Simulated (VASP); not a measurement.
Level of theory: vdW-DF2, VASP's PBE PAW potentials (set 64) (plane waves; VASP).

VASP input:

INCAR:
```
SYSTEM = WSe2
PREC = Accurate
ENCUT = 520
EDIFF = 1E-6
NELM = 100
ALGO = Normal
LREAL = .FALSE.
LASPH = .TRUE.
ISMEAR = 0
SIGMA = 0.05
GGA = ML
ZAB_VDW = -1.8867
LUSE_VDW = .TRUE.
AGGAC = 0.0
LMAXMIX = 6
LWAVE = .FALSE.
LCHARG = .FALSE.
IBRION = 2
ISIF = 3
NSW = 60
EDIFFG = -0.02
```

POSCAR:
```
WSe2
1
    1.6354512479    -2.8326843329     0.0000000000
    1.6354512479     2.8326843329    -0.0000000000
   -0.0000000000    -0.0000000000    13.0221052415
W Se
2 4
Direct
  0.3333330000   0.6666670000   0.2500000000
  0.6666670000   0.3333330000   0.7500000000
  0.3333330000   0.6666670000   0.8789137139
  0.6666670000   0.3333330000   0.3789137139
  0.6666670000   0.3333330000   0.1210862861
  0.3333330000   0.6666670000   0.6210862861
```

### KPOINTS
```
Automatic mesh
0
Gamma
7 7 2
0 0 0
```

POTCAR, in this order: W_sv Se (PBE.64 set). Program: vasp_std.

Output of the run:

OUTCAR:
```
 ion  position               nearest neighbor table
   1  0.333  0.667  0.250-   4 2.53   5 2.53   4 2.53   5 2.53   4 2.53   5 2.53
   2  0.667  0.333  0.750-   3 2.53   6 2.53   3 2.53   6 2.53   3 2.53   6 2.53
   3  0.333  0.667  0.879-   2 2.53   2 2.53   2 2.53
   4  0.667  0.333  0.379-   1 2.53   1 2.53   1 2.53
   5  0.667  0.333  0.121-   1 2.53   1 2.53   1 2.53
   6  0.333  0.667  0.621-   2 2.53   2 2.53   2 2.53
  LATTYP: Found a hexagonal cell.
 ALAT       =     3.2709022171
 C/A-ratio  =     3.9811967393
 Subroutine PRICEL returns:
 Original cell was already a primitive cell.
 Subroutine GETGRP returns: Found 24 space group operations
The static configuration has the point symmetry D_3d.
 The point group associated with its full space group is D_6h.
The dynamic configuration has the point symmetry D_3d.
 Subroutine INISYM returns: Found 24 space group operations
 Subroutine IBZKPT returns following result:
 Found     16 irreducible k-points:

 Following reciprocal coordinates:
            Coordinates               Weight
  0.000000  0.000000  0.000000      1.000000
  0.142857  0.000000  0.000000      6.000000
  0.285714  0.000000  0.000000      6.000000
...
```

**OSZICAR**
```
...
DAV:   6    -0.260058160845E+02    0.11735E-05   -0.31326E-04  1233   0.109E-01    0.224E-02
DAV:   7    -0.260058177028E+02   -0.16183E-05   -0.30540E-05  1313   0.297E-02    0.162E-02
DAV:   8    -0.260058181227E+02   -0.41990E-06   -0.10960E-05  1200   0.179E-02    0.494E-03
DAV:   9    -0.260058185361E+02   -0.41336E-06   -0.10144E-06   727   0.652E-03
   6 F= -.26005819E+02 E0= -.26005819E+02  d E =-.758917E-01
       N       E                     dE             d eps       ncg     rms          rms(c)
DAV:   1    -0.260170529590E+02   -0.11235E-01   -0.36831E-01   992   0.441E+00    0.633E-01
DAV:   2    -0.260097757294E+02    0.72772E-02   -0.23247E-02  1126   0.941E-01    0.250E-01
DAV:   3    -0.260078313282E+02    0.19444E-02   -0.52593E-03  1127   0.414E-01    0.156E-01
DAV:   4    -0.260077185918E+02    0.11274E-03   -0.36993E-04  1208   0.105E-01    0.465E-02
DAV:   5    -0.260076845178E+02    0.34074E-04   -0.22740E-04  1217   0.875E-02    0.252E-02
DAV:   6    -0.260076815435E+02    0.29743E-05   -0.27819E-05  1309   0.290E-02    0.814E-03
DAV:   7    -0.260076814974E+02    0.46144E-07   -0.17276E-06   776   0.736E-03
   7 F= -.26007681E+02 E0= -.26007681E+02  d E =-.777546E-01
       N       E                     dE             d eps       ncg     rms          rms(c)
DAV:   1    -0.260422528600E+02   -0.34571E-01   -0.91370E-01  1006   0.684E+00    0.116E+00
DAV:   2    -0.260213381359E+02    0.20915E-01   -0.17564E-01  1189   0.258E+00    0.488E-01
DAV:   3    -0.260156312400E+02    0.57069E-02   -0.27256E-02  1158   0.658E-01    0.197E-01
DAV:   4    -0.260145027710E+02    0.11285E-02   -0.50877E-03  1028   0.413E-01    0.147E-01
DAV:   5    -0.260145179210E+02   -0.15150E-04   -0.48585E-04  1344   0.117E-01    0.832E-02
DAV:   6    -0.260144602227E+02    0.57698E-04   -0.24701E-04  1270   0.650E-02    0.179E-02
DAV:   7    -0.260144573143E+02    0.29084E-05   -0.39673E-05  1111   0.341E-02    0.699E-03
DAV:   8    -0.260144576215E+02   -0.30722E-06   -0.14884E-06   778   0.785E-03
   8 F= -.26014458E+02 E0= -.26014458E+02  d E =-.677612E-02
       N       E                     dE             d eps       ncg     rms          rms(c)
DAV:   1    -0.262110725276E+02   -0.19662E+00   -0.61305E+00  1006   0.177E+01    0.301E+00
DAV:   2    -0.260725648351E+02    0.13851E+00   -0.12489E+00  1197   0.679E+00    0.129E+00
DAV:   3    -0.260309781112E+02    0.41587E-01   -0.20482E-01  1158   0.177E+00    0.510E-01
DAV:   4    -0.260232195417E+02    0.77586E-02   -0.35323E-02  1028   0.108E+00    0.381E-01
DAV:   5    -0.260233734909E+02   -0.15395E-03   -0.35361E-03  1308   0.307E-01    0.228E-01
DAV:   6    -0.260229629749E+02    0.41052E-03   -0.18271E-03  1264   0.178E-01    0.467E-02
DAV:   7    -0.260229403935E+02    0.22581E-04   -0.27546E-04  1097   0.887E-02    0.185E-02
DAV:   8    -0.260229409589E+02   -0.56543E-06   -0.11601E-05  1295   0.197E-02    0.137E-02
DAV:   9    -0.260229409148E+02    0.44124E-07   -0.21655E-06   700   0.940E-03
   9 F= -.26022941E+02 E0= -.26022941E+02  d E =-.152594E-01
       N       E                     dE             d eps       ncg     rms          rms(c)
DAV:   1    -0.260267002939E+02   -0.37593E-02   -0.10551E-01   992   0.177E+00    0.220E-01
DAV:   2    -0.260262961463E+02    0.40415E-03   -0.67270E-03  1013   0.434E-01    0.101E-01
DAV:   3    -0.260261788536E+02    0.11729E-03   -0.28610E-04  1167   0.101E-01    0.523E-02
DAV:   4    -0.260261345108E+02    0.44343E-04   -0.22790E-04  1121   0.685E-02    0.155E-02
DAV:   5    -0.260261341174E+02    0.39338E-06   -0.20032E-05  1126   0.240E-02    0.719E-03
DAV:   6    -0.260261337666E+02    0.35079E-06   -0.14034E-06   659   0.690E-03
  10 F= -.26026134E+02 E0= -.26026134E+02  d E =-.319285E-02
       N       E                     dE             d eps       ncg     rms          rms(c)
DAV:   1    -0.260373751183E+02   -0.11241E-01   -0.88640E-01   992   0.513E+00    0.650E-01
DAV:   2    -0.260339564396E+02    0.34187E-02   -0.56510E-02  1013   0.126E+00    0.296E-01
DAV:   3    -0.260329624737E+02    0.99397E-03   -0.23837E-03  1167   0.291E-01    0.154E-01
DAV:   4    -0.260325844838E+02    0.37799E-03   -0.19601E-03  1121   0.200E-01    0.464E-02
DAV:   5    -0.260325786838E+02    0.58001E-05   -0.17457E-04  1153   0.711E-02    0.212E-02
DAV:   6    -0.260325758748E+02    0.28090E-05   -0.15408E-05  1192   0.198E-02    0.913E-03
DAV:   7    -0.260325760675E+02   -0.19271E-06   -0.59718E-06  1094   0.136E-02
  11 F= -.26032576E+02 E0= -.26032576E+02  d E =-.963515E-02
       N       E                     dE             d eps       ncg     rms          rms(c)
DAV:   1    -0.260519572271E+02   -0.19381E-01   -0.35467E+00   992   0.103E+01    0.133E+00
DAV:   2    -0.260383529215E+02    0.13604E-01   -0.22561E-01  1013   0.253E+00    0.597E-01
DAV:   3    -0.260343926584E+02    0.39603E-02   -0.92443E-03  1159   0.579E-01    0.316E-01
DAV:   4    -0.260328507948E+02    0.15419E-02   -0.82841E-03  1122   0.409E-01    0.984E-02
DAV:   5    -0.260328129871E+02    0.37808E-04   -0.76608E-04  1176   0.149E-01    0.438E-02
DAV:   6    -0.260327993634E+02    0.13624E-04   -0.64581E-05  1305   0.411E-02    0.186E-02
DAV:   7    -0.260327993658E+02   -0.24338E-08   -0.26566E-05  1231   0.270E-02    0.767E-03
DAV:   8    -0.260327986635E+02    0.70233E-06   -0.90445E-06  1090   0.161E-02
  12 F= -.26032799E+02 E0= -.26032799E+02  d E =-.985775E-02
       N       E                     dE             d eps       ncg     rms          rms(c)
DAV:   1    -0.260395073653E+02   -0.67080E-02   -0.84347E-01   992   0.498E+00    0.621E-01
DAV:   2    -0.260360869936E+02    0.34204E-02   -0.52712E-02  1013   0.121E+00    0.283E-01
DAV:   3    -0.260351566231E+02    0.93037E-03   -0.21461E-03  1153   0.276E-01    0.148E-01
DAV:   4    -0.260348226785E+02    0.33394E-03   -0.17229E-03  1122   0.189E-01    0.426E-02
DAV:   5    -0.260348140764E+02    0.86020E-05   -0.16339E-04  1177   0.689E-02    0.197E-02
DAV:   6    -0.260348110839E+02    0.29925E-05   -0.11217E-05  1143   0.172E-02    0.971E-03
DAV:   7    -0.260348111616E+02   -0.77735E-07   -0.36667E-06   986   0.111E-02
  13 F= -.26034811E+02 E0= -.26034811E+02  d E =-.118702E-01
       N       E                     dE             d eps       ncg     rms          rms(c)
DAV:   1    -0.260396706355E+02   -0.48596E-02   -0.16025E-01   999   0.266E+00    0.388E-01
DAV:   2    -0.260366022213E+02    0.30684E-02   -0.25075E-02  1217   0.957E-01    0.193E-01
DAV:   3    -0.260358498175E+02    0.75240E-03   -0.30571E-03  1170   0.235E-01    0.814E-02
DAV:   4    -0.260356410543E+02    0.20876E-03   -0.90712E-04  1105   0.158E-01    0.440E-02
DAV:   5    -0.260356380145E+02    0.30399E-05   -0.46729E-05  1218   0.375E-02    0.207E-02
DAV:   6    -0.260356352816E+02    0.27329E-05   -0.78004E-06  1160   0.133E-02    0.536E-03
DAV:   7    -0.260356347652E+02    0.51640E-06   -0.25029E-06   833   0.839E-03
  14 F= -.26035635E+02 E0= -.26035635E+02  d E =-.823604E-03
       N       E                     dE             d eps       ncg     rms          rms(c)
DAV:   1    -0.260599597117E+02   -0.24324E-01   -0.92568E-01   999   0.640E+00    0.938E-01
DAV:   2    -0.260422943801E+02    0.17665E-01   -0.14718E-01  1225   0.232E+00    0.466E-01
DAV:   3    -0.260378324401E+02    0.44619E-02   -0.18586E-02  1185   0.575E-01    0.196E-01
DAV:   4    -0.260366198424E+02    0.12126E-02   -0.53455E-03  1098   0.385E-01    0.108E-01
DAV:   5    -0.260366069591E+02    0.12883E-04   -0.27989E-04  1243   0.912E-02    0.502E-02
DAV:   6    -0.260365941682E+02    0.12791E-04   -0.49244E-05  1251   0.324E-02    0.127E-02
DAV:   7    -0.260365920003E+02    0.21679E-05   -0.13490E-05  1057   0.182E-02    0.360E-03
DAV:   8    -0.260365923887E+02   -0.38847E-06   -0.11510E-06   629   0.666E-03
  15 F= -.26036592E+02 E0= -.26036592E+02  d E =-.178123E-02
```

### OUTCAR
```
------------------------ aborting loop because EDIFF is reached ----------------------------------------
  FORCE on cell =-STRESS in cart. coord.  units (eV):
  Direction    XX          YY          ZZ          XY          YZ          ZX
  --------------------------------------------------------------------------------------
  Total        0.1021752      0.1021751      0.1024869     -0.0000000     -0.0000000     -0.0000000
  in kB        1.1651853      1.1651850      1.1687401     -0.0000000     -0.0000000     -0.0000000
  external PRESSURE =       1.1663701 kB  Pullay stress =       0.0000000 kB
  volume of cell :      140.50
      direct lattice vectors                 reciprocal lattice vectors
     1.719876949 -2.978913886  0.000000000     0.290718473 -0.167846410  0.000000000
     1.719876949  2.978913886 -0.000000000     0.290718473  0.167846410 -0.000000000
     0.000000000  0.000000000 13.711205278    -0.000000000  0.000000000  0.072933049
 POSITION                                       TOTAL-FORCE (eV/Angst)
 -----------------------------------------------------------------------------------
      1.71988      0.99297      3.42780         0.000000     -0.000000      0.000000
      1.71988     -0.99297     10.28340         0.000000      0.000000      0.000000
      1.71988      0.99297     11.98592        -0.000000      0.000000      0.007715
      1.71988     -0.99297      5.13031         0.000000     -0.000000      0.007715
      1.71988     -0.99297      1.72529         0.000000     -0.000000     -0.007715
      1.71988      0.99297      8.58089        -0.000000      0.000000     -0.007715
 -----------------------------------------------------------------------------------
    total drift:                                0.000000      0.001148     -0.000033
  FREE ENERGIE OF THE ION-ELECTRON SYSTEM (eV)
  ---------------------------------------------------
  free  energy   TOTEN  =       -26.0365923887 eV

  energy  without entropy=      -26.0365923887  energy(sigma->0) =      -26.03659239

 reached required accuracy - stopping structural energy minimisation
```
(Selected blocks of OUTCAR.)

CONTCAR:
```
WSe2
   1.00000000000000
     1.7198769487903534   -2.9789138858955444    0.0000000000000000
     1.7198769487903534    2.9789138858955444   -0.0000000000000000
     0.0000000000000000    0.0000000000000000   13.7112052783614971
  W               Se
     2     4
Direct
     0.3333330000000032    0.6666669999999968    0.2500000000000000
     0.6666669999999968    0.3333330000000032    0.7500000000000000
     0.3333330000000032    0.6666669999999968    0.8741693639072194
     0.6666669999999968    0.3333330000000032    0.3741693639072196
     0.6666669999999968    0.3333330000000032    0.1258306360927804
     0.3333330000000032    0.6666669999999968    0.6258306360927806
```

Energy and stress use the plane-wave basis of the starting cell.

The compound is WSe2 in the 2H layered structure. This run relaxes it. Symmetry was kept, so distortions that lower it aren't found. The start is the result of an earlier pass.
